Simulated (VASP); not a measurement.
Consider the following.

```xyz
2
Lattice="0.0000 3.0046 3.0046 3.0046 0.0000 3.0046 3.0046 3.0046 0.0000" Properties=species:S:1:pos:R:3 pbc="T T T"
Ga     0.0000     0.0000     0.0000
Sb     1.5023     1.5023     1.5023
```

The numbers are results of vdW-DF-cx, VASP's PBE PAW potentials (set 64) (plane waves; VASP), not measurements. Settings: 520 eV cut-off, 10×10×10 Γ-centred mesh, first-order Methfessel-Paxton smearing of 0.10 eV, potentials Ga_d Sb.

**Question.** Give the stress tensor in GPa (positive for a compressed cell).

**Answer.** 
```
3.50  0.00  0.00
0.00  3.50  0.00
0.00  0.00  3.50
```
The pressure is its mean diagonal, 3.50 GPa.

The compound is GaSb in the zinc blende structure. This cell is one point of a volume scan, at 0.94 of the reference volume.
